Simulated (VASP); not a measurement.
Calculation: r2SCAN meta-GGA, VASP's PBE PAW potentials (set 64) (plane waves; VASP).

VASP ran on this input.

**KPOINTS**
```
Automatic mesh
0
Gamma
8 8 4
0 0 0
```

File POSCAR:
```
CdSe
1
    4.3480545416    -0.0000000000     0.0000000000
   -2.1740272708     3.7655254458     0.0000000000
    0.0000000000     0.0000000000     7.0823825390
Cd Se
2 2
Direct
  0.3333330000   0.6666670000   0.0000000000
  0.6666670000   0.3333330000   0.5000000000
  0.3333330000   0.6666670000   0.3760000000
  0.6666670000   0.3333330000   0.8760000000
```

**INCAR**
```
EDIFFG = -0.03   ! ionic stop
LCHARG = .FALSE.
EDIFF = 1E-5   ! SCF stop (eV)
NELMIN = 4
METAGGA = R2SCAN
LMIXTAU = .TRUE.
SYSTEM = CdSe
LREAL = .FALSE.   ! projection in real space or not
LASPH = .TRUE.
ENCUT = 400   ! plane-wave cut-off (eV)
PREC = Normal
NELM = 100
ISMEAR = 0   ! Gaussian
IBRION = 2
ISIF = 2   ! forces and stress, cell fixed
ALGO = Normal   ! blocked Davidson
LMAXMIX = 4
LWAVE = .FALSE.
SIGMA = 0.05   ! width (eV)
NSW = 20
```

POTCAR, in this order: Cd Se (PBE.64 set). Program: vasp_std.

Problem. Estimate the energy per atom (σ→0).

Solution. 
```
Item                            Result
---------------------  ---------------
energy per atom (σ→0)  -17.957 eV/atom
```

OSZICAR:
```
...
DAV:  15    -0.718132463572E+02   -0.18148E-01   -0.10535E-02  1362   0.816E-01    0.932E-02
DAV:  16    -0.718197116092E+02   -0.64653E-02   -0.44036E-03  1380   0.365E-01    0.109E-01
DAV:  17    -0.718228775842E+02   -0.31660E-02   -0.51046E-04  1362   0.214E-01    0.885E-02
DAV:  18    -0.718259770478E+02   -0.30995E-02   -0.13629E-03  1368   0.273E-01    0.114E-01
DAV:  19    -0.718263368960E+02   -0.35985E-03   -0.10838E-03  1332   0.243E-01    0.499E-02
DAV:  20    -0.718264270218E+02   -0.90126E-04   -0.18319E-04  1356   0.102E-01    0.191E-02
DAV:  21    -0.718264367160E+02   -0.96942E-05   -0.10906E-05  1026   0.304E-02
   1 F= -.71826437E+02 E0= -.71826437E+02  d E =-.718264E+02
```

The compound is CdSe in the wurtzite structure. It was relaxed first.
